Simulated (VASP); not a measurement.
# Hf2Pt: structure and properties in VASP, part 2 of 3

What structure does Hf2Pt take at this level, and what are its properties? The cell is invented: other elements were put on sites of a known structure type. It may not be a known or stable phase.

VASP 6.6.1; vdW-DF; plane waves and PAW (Hf_pv, Pt); invented cell.

Still holding for the runs below: The k-mesh is coarse for a metal.

So far. Step 3 (Relaxing cell and atoms (vdW-DF)): It ends with forces that vanish by symmetry and a pressure of -0.01 GPa. The relaxed cell has a = 4.831, c = 2.867 Å (conventional setting).

### Step 4. Second relaxation

The basis stayed that of the start cell while the cell moved. A rerun from the cell reached resets it; the error of the finite cutoff stays. The mesh changes with the cell too.

The input, INCAR:

```
SYSTEM = Hf2Pt
PREC = Accurate
ENCUT = 400
EDIFF = 1E-06
NELM = 100
ISMEAR = 1
SIGMA = 0.2
LREAL = .FALSE.
ALGO = Normal
GGA = RE
AGGAC = 0
LUSE_VDW = .TRUE.
LASPH = .TRUE.
LORBIT = 11
LWAVE = .FALSE.
LCHARG = .FALSE.
IBRION = 2
NSW = 60
ISIF = 3
EDIFFG = -0.01
```

The input, POSCAR:

```
Hf2Pt
1.0
    4.8313043734     -0.0000000018      0.0000000000
   -2.4156521948      4.1840323229      0.0000000000
    0.0000000000      0.0000000000      2.8672705116
Hf Pt
2 1
Direct
    0.3333333300      0.6666666700      0.5000000000
    0.6666666700      0.3333333300      0.5000000000
    0.0000000000      0.0000000000      0.0000000000
```

The input, KPOINTS:

```
Automatic mesh
0
Gamma
5 5 7
0 0 0
```

Potentials, in the order of the species: Hf_pv and Pt (PBE family, release 64).

The run is started by

```console
$ mpirun -np 1 vasp_std
```

The log of the run:

```text
[... set-up lines as in an earlier step ...]
 entering main loop
       N       E                     dE             d eps       ncg     rms          rms(c)
DAV:   1     0.112900292806E+03    0.11290E+03   -0.14279E+04   808   0.122E+03
DAV:   2    -0.118417087697E+02   -0.12474E+03   -0.12066E+03   882   0.293E+02
DAV:   3    -0.173338064398E+02   -0.54921E+01   -0.51451E+01  1045   0.420E+01
DAV:   4    -0.174209133864E+02   -0.87107E-01   -0.86532E-01   932   0.543E+00
DAV:   5    -0.174227478314E+02   -0.18344E-02   -0.18335E-02   953   0.721E-01    0.627E+01
DAV:   6    -0.167750135107E+02    0.64773E+00   -0.81133E+00   819   0.169E+01    0.285E+01
DAV:   7    -0.174410326858E+02   -0.66602E+00   -0.16084E+01   920   0.196E+01    0.258E+01
DAV:   8    -0.161564417671E+02    0.12846E+01   -0.65545E+00   841   0.144E+01    0.277E+00
DAV:   9    -0.161552021203E+02    0.12396E-02   -0.25836E-01   830   0.307E+00    0.124E+00
DAV:  10    -0.161552950774E+02   -0.92957E-04   -0.84999E-03   968   0.488E-01    0.923E-01
DAV:  11    -0.161553534478E+02   -0.58370E-04   -0.46656E-03   968   0.394E-01    0.147E-01
DAV:  12    -0.161551964429E+02    0.15700E-03   -0.86006E-04   920   0.153E-01    0.607E-02
DAV:  13    -0.161551946134E+02    0.18295E-05   -0.27199E-05   873   0.305E-02    0.198E-02
DAV:  14    -0.161551941868E+02    0.42664E-06   -0.64813E-06   870   0.157E-02
   1 F= -.16155194E+02 E0= -.16153032E+02  d E =-.161552E+02
 curvature:   0.00 expect dE= 0.000E+00 dE for cont linesearch  0.000E+00
 trial: gam= 0.00000 g(F)=  0.616E-43 g(S)=  0.609E-02 ort = 0.000E+00 (trialstep = 0.100E+01)
 search vector abs. value=  0.609E-02
 bond charge predicted
       N       E                     dE             d eps       ncg     rms          rms(c)
DAV:   1    -0.162025581725E+02   -0.47364E-01   -0.11654E+00   760   0.837E+00    0.299E+00
DAV:   2    -0.161800724154E+02    0.22486E-01   -0.34253E-01   811   0.345E+00    0.184E+00
DAV:   3    -0.161611706492E+02    0.18902E-01   -0.13768E-01   831   0.196E+00    0.526E-01
DAV:   4    -0.161576817185E+02    0.34889E-02   -0.16436E-02   818   0.752E-01    0.400E-01
DAV:   5    -0.161573738801E+02    0.30784E-03   -0.93777E-04   907   0.190E-01    0.208E-01
DAV:   6    -0.161573638656E+02    0.10014E-04   -0.13148E-04   956   0.737E-02    0.257E-02
DAV:   7    -0.161573638932E+02   -0.27590E-07   -0.86216E-06   892   0.172E-02
   2 F= -.16157364E+02 E0= -.16153929E+02  d E =-.216971E-02
[...]
3 F= -.16157553E+02 E0= -.16154374E+02  d E =-.235844E-02
[...]
4 F= -.16157659E+02 E0= -.16154133E+02  d E =-.106731E-03
 trial-energy change:   -0.000107  1 .order   -0.000096   -0.000865    0.000674
 step:   0.5469(harm=  0.5367)  dis= 0.00000  next Energy=   -16.157802 (dE=-0.250E-03)
 bond charge predicted
       N       E                     dE             d eps       ncg     rms          rms(c)
DAV:   1    -0.161588990091E+02   -0.12400E-02   -0.31358E-02   766   0.135E+00    0.393E-01
DAV:   2    -0.161583164386E+02    0.58257E-03   -0.58477E-03   821   0.474E-01    0.230E-01
DAV:   3    -0.161579074491E+02    0.40899E-03   -0.31124E-03   841   0.282E-01    0.992E-02
DAV:   4    -0.161578079561E+02    0.99493E-04   -0.31968E-04   810   0.118E-01    0.583E-02
DAV:   5    -0.161578036338E+02    0.43222E-05   -0.19478E-05   935   0.247E-02    0.381E-02
DAV:   6    -0.161578021138E+02    0.15200E-05   -0.28411E-06   744   0.100E-02    0.503E-03
DAV:   7    -0.161578020171E+02    0.96677E-07   -0.20954E-07   434   0.293E-03
   5 F= -.16157802E+02 E0= -.16154419E+02  d E =-.249391E-03
 curvature:  -0.31 expect dE=-0.238E-06 dE for cont linesearch -0.345E-07
 trial: gam= 0.00000 g(F)=  0.964E-44 g(S)=  0.779E-06 ort =-0.108E-04 (trialstep = 0.873E+00)
 search vector abs. value=  0.779E-06
 reached required accuracy - stopping structural energy minimisation
```

Elapsed: 2.5 min, on 1 MPI rank of AMD EPYC 7R43, shared host; peak memory 0.28 GiB.

Parts of OUTCAR (step 4):

```text
  LATTYP: Found a hexagonal cell.
 ALAT       =     4.8313043734
 C/A-ratio  =     0.5934775146

The static configuration has the point symmetry D_6h.

 Found     20 irreducible k-points:

   k-points           NKPTS =     20   k-points in BZ     NKDIM =     20   number of bands    NBANDS=     19

   dimension x,y,z NGX =    32 NGY =   32 NGZ =   20
   dimension x,y,z NGXF=    64 NGYF=   64 NGZF=   40

   ENCUT  =  400.0 eV  29.40 Ry    5.42 a.u.   7.88  7.88  4.68*2*pi/ulx,y,z

   NELECT =      30.0000    total number of electrons

 E-fermi :   6.6930

 k-point     1 :       0.0000    0.0000    0.0000
  band No.  band energies     occupation
    ...
     12       4.7476      2.00000
     13       5.3859      2.00000
     14       5.3859      2.00000
     15       5.4902      2.00000
     16       5.6606      2.00000
     17       7.4666     -0.00000
     18       7.4666     -0.00000
     19      10.2481     -0.00000

 k-point     2 :       0.2000   -0.0000    0.0000
  band No.  band energies     occupation
    ...
     12       4.7189      2.00000
     13       4.7528      2.00000
     14       5.5142      2.00000
     15       5.6326      2.00000
     16       5.8267      2.00000
     17       7.2479     -0.00062
     18       7.3875     -0.00001
     19      10.2992     -0.00000

Total vdW correction in eV:      3.9696013

  Total        0.0044050      0.0044050      0.0031074     -0.0000000      0.0000000      0.0000000
  in kB        0.1210245      0.1210245      0.0853735     -0.0000000      0.0000000      0.0000000
  external PRESSURE =       0.1091409 kB  Pullay stress =       0.0000000 kB

  energy-cutoff  :      400.00
  volume of cell :       58.32
      direct lattice vectors                 reciprocal lattice vectors
     4.856893336 -0.000000002 -0.000000000     0.205892930  0.118872339  0.000000000
    -2.428446676  4.206193015 -0.000000000     0.000000000  0.237744677  0.000000000
     0.000000000 -0.000000000  2.854530478     0.000000000  0.000000000  0.350320309

 POSITION                                       TOTAL-FORCE (eV/Angst)
 -----------------------------------------------------------------------------------
     -0.00000      2.80413      1.42727         0.000000     -0.000000     -0.000000
      2.42845      1.40206      1.42727        -0.000000     -0.000000      0.000000
      0.00000      0.00000      0.00000        -0.000000      0.000000      0.000000
 -----------------------------------------------------------------------------------
    total drift:                               -0.000000      0.000000     -0.000000

  FREE ENERGIE OF THE ION-ELECTRON SYSTEM (eV)
  ---------------------------------------------------
  free  energy   TOTEN  =       -16.1578020171 eV

  energy  without entropy=      -16.1476538238  energy(sigma->0) =      -16.15441929

Total vdW correction in eV:      3.9696001

 total charge
# of ion       s       p       d       tot
------------------------------------------
    1        0.372   6.340   1.732   8.444
    2        0.372   6.340   1.732   8.444
    3        0.667   0.573   7.925   9.166
--------------------------------------------------
tot          1.410  13.253  11.389  26.053

[... 2 parts as in an earlier step ...]

[... 7 further parts left out ...]
```

CONTCAR:

```
Hf2Pt
   1.00000000000000
     4.8568933364592901   -0.0000000018685664   -0.0000000000000000
    -2.4284466764236701    4.2061930150195188   -0.0000000000000000
     0.0000000000000000   -0.0000000000000000    2.8545304780576166
  Hf              Pt
     2     1
Direct
     0.3333333300000021    0.6666666699999979    0.5000000000000000
     0.6666666699999979    0.3333333300000021    0.5000000000000000
     0.0000000000000000    0.0000000000000000    0.0000000000000000
```

The steps of the relaxation:

```csv
step,energy less that of the first step (eV),largest force (eV/Å),pressure (GPa),volume (Å³)
1,0.0000,0.0000,0.60,57.96
2,-0.0022,0.0000,-0.57,58.57
3,-0.0024,0.0000,-0.29,58.43
4,-0.0025,0.0000,0.24,58.23
5,-0.0026,0.0000,0.01,58.32
```

```csv
"conventional cell, symmetrised",before,after,change
a (Å),4.831,4.857,+0.5 %
b (Å),4.831,4.857,+0.5 %
c (Å),2.867,2.855,-0.4 %
volume (Å³/atom),19.32,19.44,+0.6 %
```

The relaxed structure:

```cif
data_structure
_symmetry_space_group_name_H-M 'P 1'
_symmetry_Int_Tables_number 1
_cell_length_a 4.8569
_cell_length_b 4.8569
_cell_length_c 2.8545
_cell_angle_alpha 90.000
_cell_angle_beta 90.000
_cell_angle_gamma 120.000
_cell_volume 58.32
loop_
_atom_site_label
_atom_site_type_symbol
_atom_site_fract_x
_atom_site_fract_y
_atom_site_fract_z
_atom_site_occupancy
Hf1 Hf 0.33333 0.66667 0.50000 1
Hf2 Hf 0.66667 0.33333 0.50000 1
Pt3 Pt 0.00000 0.00000 0.00000 1
```

Numbers from this step:

* irreducible k-points: 20
* free energy (TOTEN): -16.16 eV
* energy at zero smearing: -16.15 eV
* Fermi energy: 6.693 eV
* pressure: 0.01091 GPa
* SCF cycles over all ionic steps: 42

It ends with forces that vanish by symmetry and a pressure of 0.01 GPa.

### Step 5. Density, ELF and potential (vdW-DF)

A single point on the relaxed cell gives a clean self-consistent state, with density, ELF and potential written out.

Edit INCAR of step 4 so:

```diff
@@ -15,6 +15,5 @@
 LWAVE = .FALSE.
-LCHARG = .FALSE.
-IBRION = 2
-NSW = 60
-ISIF = 3
-EDIFFG = -0.01
+LCHARG = .TRUE.
+ISIF = 2
+LELF = .TRUE.
+LVHAR = .TRUE.
```

The input, POSCAR:

```
Hf2Pt
1.0
    4.8568933365     -0.0000000019      0.0000000000
   -2.4284466764      4.2061930150      0.0000000000
    0.0000000000      0.0000000000      2.8545304781
Hf Pt
2 1
Direct
    0.3333333300      0.6666666700      0.5000000000
    0.6666666700      0.3333333300      0.5000000000
    0.0000000000      0.0000000000      0.0000000000
```

KPOINTS is that of step 4.

The run is started by

```console
$ mpirun -np 1 vasp_std
```

The log of the run:

```text
[... set-up lines as in an earlier step ...]
 entering main loop
       N       E                     dE             d eps       ncg     rms          rms(c)
DAV:   1     0.111720339219E+03    0.11172E+03   -0.14358E+04   808   0.122E+03
DAV:   2    -0.118909916588E+02   -0.12361E+03   -0.11881E+03   882   0.292E+02
DAV:   3    -0.173281016416E+02   -0.54371E+01   -0.51194E+01  1053   0.417E+01
DAV:   4    -0.174273860166E+02   -0.99284E-01   -0.98336E-01   919   0.557E+00
DAV:   5    -0.174295210414E+02   -0.21350E-02   -0.21334E-02   949   0.768E-01    0.624E+01
DAV:   6    -0.167657783439E+02    0.66374E+00   -0.77885E+00   822   0.168E+01    0.285E+01
DAV:   7    -0.174293313415E+02   -0.66355E+00   -0.15673E+01   929   0.194E+01    0.257E+01
DAV:   8    -0.161604162455E+02    0.12689E+01   -0.66211E+00   856   0.143E+01    0.269E+00
DAV:   9    -0.161583827533E+02    0.20335E-02   -0.29645E-01   842   0.325E+00    0.129E+00
DAV:  10    -0.161584117871E+02   -0.29034E-04   -0.17160E-02   941   0.677E-01    0.803E-01
DAV:  11    -0.161581495395E+02    0.26225E-03   -0.63422E-03   938   0.440E-01    0.169E-01
DAV:  12    -0.161580301690E+02    0.11937E-03   -0.55884E-04   925   0.129E-01    0.617E-02
DAV:  13    -0.161580278595E+02    0.23095E-05   -0.46846E-05   991   0.342E-02    0.121E-02
DAV:  14    -0.161580269855E+02    0.87409E-06   -0.99898E-06   904   0.185E-02
   1 F= -.16158027E+02 E0= -.16154645E+02  d E =-.101474E-01
```

Wall time 40 s (1 MPI rank); peak memory 0.28 GiB.

OUTCAR, selected parts (step 5):

```text
  LATTYP: Found a hexagonal cell.
 ALAT       =     4.8568933365
 C/A-ratio  =     0.5877276441

The static configuration has the point symmetry D_6h.

 Found     20 irreducible k-points:

   ENCUT  =  400.0 eV  29.40 Ry    5.42 a.u.   7.92  7.92  4.66*2*pi/ulx,y,z

   NELECT =      30.0000    total number of electrons

 E-fermi :   6.6931

 k-point     1 :       0.0000    0.0000    0.0000
  band No.  band energies     occupation
    ...
     12       4.7479      2.00000
     13       5.3859      2.00000
     14       5.3859      2.00000
     15       5.4904      2.00000
     16       5.6607      2.00000
     17       7.4666     -0.00000
     18       7.4666     -0.00000
     19      10.2481     -0.00000

 k-point     2 :       0.2000    0.0000    0.0000
  band No.  band energies     occupation
    ...
     12       4.7192      2.00000
     13       4.7530      2.00000
     14       5.5143      2.00000
     15       5.6326      2.00000
     16       5.8267      2.00000
     17       7.2479     -0.00063
     18       7.3876     -0.00001
     19      10.3149     -0.00000

Total vdW correction in eV:      3.9695452

  Total       -0.0022548     -0.0022548     -0.0009507      0.0000000      0.0000000     -0.0000000
  in kB       -0.0619501     -0.0619501     -0.0261202      0.0000000      0.0000000     -0.0000000
  external PRESSURE =      -0.0500068 kB  Pullay stress =       0.0000000 kB

  energy-cutoff  :      400.00
  volume of cell :       58.32
      direct lattice vectors                 reciprocal lattice vectors
     4.856893336 -0.000000002  0.000000000     0.205892930  0.118872339  0.000000000
    -2.428446676  4.206193015  0.000000000     0.000000000  0.237744677  0.000000000
     0.000000000  0.000000000  2.854530478     0.000000000  0.000000000  0.350320309

 POSITION                                       TOTAL-FORCE (eV/Angst)
 -----------------------------------------------------------------------------------
     -0.00000      2.80413      1.42727         0.000000      0.000000      0.000000
      2.42845      1.40206      1.42727        -0.000000     -0.000000      0.000000
      0.00000      0.00000      0.00000        -0.000000     -0.000000      0.000000
 -----------------------------------------------------------------------------------
    total drift:                               -0.000000      0.000000     -0.000000

  FREE ENERGIE OF THE ION-ELECTRON SYSTEM (eV)
  ---------------------------------------------------
  free  energy   TOTEN  =       -16.1580269855 eV

  energy  without entropy=      -16.1478795933  energy(sigma->0) =      -16.15464452

Total vdW correction in eV:      3.9695892

 total charge
# of ion       s       p       d       tot
------------------------------------------
    1        0.372   6.340   1.732   8.444
    2        0.372   6.340   1.732   8.444
    3        0.667   0.573   7.925   9.165
--------------------------------------------------
tot          1.410  13.253  11.389  26.052

[... 3 parts as in an earlier step ...]

[... 7 further parts left out ...]
```

This step gave:

- SCF cycles: 14
- pressure: -0.005001 GPa

Valence electrons inside each PAW sphere by angular momentum. Sphere charges, by row:

```csv
atom,s (e),p (e),d (e),tot (e)
Hf1,0.372,6.34,1.732,8.444
Hf2,0.372,6.34,1.732,8.444
Pt3,0.667,0.573,7.925,9.165
```

Electrostatic potential energy in the ab plane at fractional z = 0.500, with atoms of Hf within 0.2 Å of it. With pseudopotentials it is smooth inside the atoms' cores, unlike the true potential.

Ten even steps from '0' (-25 eV) to '9' (2 eV), each cell a mean:
```
99998656789999
99985434689999
99753123589999
98520013589999
86310014688888
75210135765567
64322356543346
76445665311235
87777763100146
99999752000358
99999742112589
99999743235799
99999764568999
99999876789999
```
Columns run along a (4.9 Å; values clipped at the 3rd and 97th percentile), rows up along b (4.9 Å). Atoms in or near the plane, at fractional coordinates: Hf at (0.33, 0.67), Hf at (0.67, 0.33).

ELF in the ab plane at fractional z = 0.500, with atoms of Hf within 0.2 Å of it. It is the smooth field of the valence electrons, not physical close to the nuclei.

Ten even steps from '0' (0.01) to '9' (0.47), each cell a mean:
```
66664333356666
66535787335666
65359899436666
64594169446656
54860078354335
35962794334433
35999843489973
34676434976983
43334448701873
65556469204954
66665379669536
66665369985356
66665345544566
66666433356666
```
Columns run along a (4.9 Å), rows up along b (4.9 Å). Atoms in or near the plane, at fractional coordinates: Hf at (0.33, 0.67), Hf at (0.67, 0.33).

Valence density in the ab plane at fractional z = 0.500, with atoms of Hf within 0.2 Å of it. It is the smooth field of the valence electrons, not physical close to the nuclei.

Values in e/Å³, 14 rows by 14 columns, each cell a mean:
```
0.3 0.2 0.2 0.2 0.2 0.3 0.3 0.3 0.2 0.2 0.2 0.2 0.3 0.3
0.2 0.2 0.2 0.2 0.4 0.8 0.9 0.6 0.3 0.2 0.2 0.2 0.2 0.3
0.2 0.2 0.2 0.6 1.4 2.2 2.1 1.1 0.4 0.2 0.2 0.2 0.2 0.2
0.2 0.2 0.5 1.6 2.9 3.3 2.7 1.3 0.4 0.2 0.2 0.2 0.2 0.2
0.2 0.3 1.1 2.7 3.5 3.4 2.3 0.8 0.3 0.2 0.2 0.2 0.2 0.2
0.2 0.5 1.5 2.8 3.2 2.5 1.2 0.4 0.2 0.3 0.4 0.4 0.3 0.2
0.2 0.5 1.1 1.8 1.8 1.0 0.4 0.3 0.4 0.8 1.3 1.1 0.6 0.3
0.2 0.3 0.5 0.7 0.5 0.3 0.2 0.4 1.2 2.3 2.7 2.1 0.9 0.3
0.2 0.2 0.2 0.2 0.2 0.2 0.3 1.0 2.5 3.4 3.3 2.2 0.8 0.3
0.2 0.2 0.2 0.2 0.2 0.2 0.5 1.8 3.2 3.5 2.9 1.4 0.4 0.2
0.2 0.2 0.2 0.2 0.2 0.2 0.7 1.8 2.8 2.7 1.6 0.6 0.2 0.2
0.2 0.2 0.2 0.2 0.2 0.2 0.5 1.1 1.5 1.1 0.5 0.2 0.2 0.2
0.3 0.3 0.2 0.2 0.2 0.2 0.3 0.5 0.5 0.3 0.2 0.2 0.2 0.2
0.3 0.3 0.2 0.2 0.2 0.2 0.2 0.2 0.2 0.2 0.2 0.2 0.2 0.3
```
Columns run along a (4.9 Å), rows up along b (4.9 Å). Atoms in or near the plane, at fractional coordinates: Hf at (0.33, 0.67), Hf at (0.67, 0.33).

In this run the pressure is -0.01 GPa, small enough to go on.

(Continued in part 3 of 3.)

[Lines on the potential files, build, host, timing and source positions are cut from VASP's logs without a mark.]

[Logs are printed without paths, hosts, clocks, repeated set-up lines and the standing remarks that a program may print on its own settings, such as how far it seeks lower states.]

[Hosts, paths, dates, database ids (printed as entryN), source tags and the programs' standing remarks are cut or masked in the printed files.]

[A measured line is paired with the nearest computed mode of its activity, which favours agreement.]
